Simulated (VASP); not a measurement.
All values below come from PBEsol GGA, VASP's PBE PAW potentials (set 64) (plane waves; VASP).

The input files of a VASP run:

INCAR:
```
ISMEAR  =  -5
EDIFF  =  1E-7
SYSTEM  =  Tm
ISIF  =  2
LCHARG  =  T
LASPH  =  T   ! aspherical one-centre terms
PREC  =  Accurate
GGA  =  PS   ! PBEsol
LWAVE  =  F
LREAL  =  F
NELM  =  100
LORBIT  =  11
ENCUT  =  400   ! plane-wave cut-off (eV)
NEDOS  =  601   ! DOS grid
LMAXMIX  =  6
ALGO  =  Normal   ! blocked Davidson
```

KPOINTS:
```
Automatic mesh
0
gamma
  14 14 14
```

POSCAR:
```
Tm
4.533870
 -0.6600597249   0.6600597249   0.3586675877
  0.6600597249  -0.6600597249   0.3586675877
  0.6600597249   0.6600597249  -0.3586675877
Tm
2
Cart
  0.0000000000   0.6600597249   0.1793337939
  0.0000000000   0.0000000000   0.0000000000
```

POTCAR, in this order: Tm_3 (PBE.64 set). Program: vasp_std.

Output of the run:

OSZICAR:
```
       N       E                     dE             d eps       ncg     rms          rms(c)
DAV:   1     0.541105974597E+02    0.54111E+02   -0.75823E+03  6600   0.109E+03
DAV:   2    -0.482137723152E+01   -0.58932E+02   -0.57775E+02  6741   0.345E+02
DAV:   3    -0.874934149520E+01   -0.39280E+01   -0.37646E+01 10747   0.563E+01
DAV:   4    -0.884595770701E+01   -0.96616E-01   -0.94463E-01 10460   0.703E+00
DAV:   5    -0.884695218961E+01   -0.99448E-03   -0.98573E-03  9237   0.648E-01    0.234E+01
DAV:   6    -0.880615639840E+01    0.40796E-01   -0.74711E-02 10571   0.254E+00    0.135E+01
DAV:   7    -0.881276053039E+01   -0.66041E-02   -0.11704E-01 10281   0.306E+00    0.396E-01
DAV:   8    -0.881124731513E+01    0.15132E-02   -0.93827E-03  9671   0.826E-01    0.195E-01
DAV:   9    -0.881127200894E+01   -0.24694E-04   -0.28538E-04  9401   0.179E-01    0.380E-02
DAV:  10    -0.881129129072E+01   -0.19282E-04   -0.30570E-05  9734   0.495E-02    0.262E-02
DAV:  11    -0.881128560186E+01    0.56889E-05   -0.44351E-06  8607   0.187E-02    0.633E-03
DAV:  12    -0.881128611057E+01   -0.50872E-06   -0.38703E-07  8415   0.682E-03    0.163E-03
DAV:  13    -0.881128656677E+01   -0.45619E-06   -0.26674E-08  5680   0.174E-03    0.990E-05
DAV:  14    -0.881128657523E+01   -0.84651E-08   -0.67328E-09  5342   0.139E-03
   1 F= -.88112866E+01 E0= -.88112866E+01  d E =0.000000E+00
```

OUTCAR:
```
------------------------ aborting loop because EDIFF is reached ----------------------------------------
  FORCE on cell =-STRESS in cart. coord.  units (eV):
  Direction    XX          YY          ZZ          XY          YZ          ZX
  --------------------------------------------------------------------------------------
  Total        0.0382799      0.0382799     -0.0807825      0.0000000     -0.0000000      0.0000000
  in kB        1.0528222      1.0528222     -2.2217844      0.0000000     -0.0000000      0.0000000
  external PRESSURE =      -0.0387133 kB  Pullay stress =       0.0000000 kB
  volume of cell :       58.25
      direct lattice vectors                 reciprocal lattice vectors
    -2.992624985  2.992624985  1.626152216     0.000000000  0.167077399  0.307474291
     2.992624985 -2.992624985  1.626152216     0.167077399  0.000000000  0.307474291
     2.992624985  2.992624985 -1.626152216     0.167077399  0.167077399  0.000000000
 POSITION                                       TOTAL-FORCE (eV/Angst)
 -----------------------------------------------------------------------------------
      0.00000      2.99262      0.81308         0.000000      0.000000     -0.000000
      0.00000      0.00000      0.00000        -0.000000     -0.000000      0.000000
 -----------------------------------------------------------------------------------
    total drift:                                0.000000     -0.000000      0.000000
  FREE ENERGIE OF THE ION-ELECTRON SYSTEM (eV)
  ---------------------------------------------------
  free  energy   TOTEN  =        -8.8112865752 eV

  energy  without entropy=       -8.8112865752  energy(sigma->0) =       -8.81128658

 total charge

# of ion       s       p       d       tot
------------------------------------------
    1        0.569   6.547   1.170   8.287
    2        0.569   6.547   1.170   8.287
--------------------------------------------------
tot          1.139  13.095   2.340  16.573
```
(Selected blocks of OUTCAR.)

The 4f electrons are frozen in the core of the lanthanide potential, so 4f levels, which can set the real gap, and their magnetism are missing. For a metal the tetrahedron method with Blöchl corrections gives inexact stress and forces.

The structure was generated: Tm was put into the beta-Sn type (I4_1/amd), which need not be its known phase. It was relaxed first, which changed the volume by -8 %.
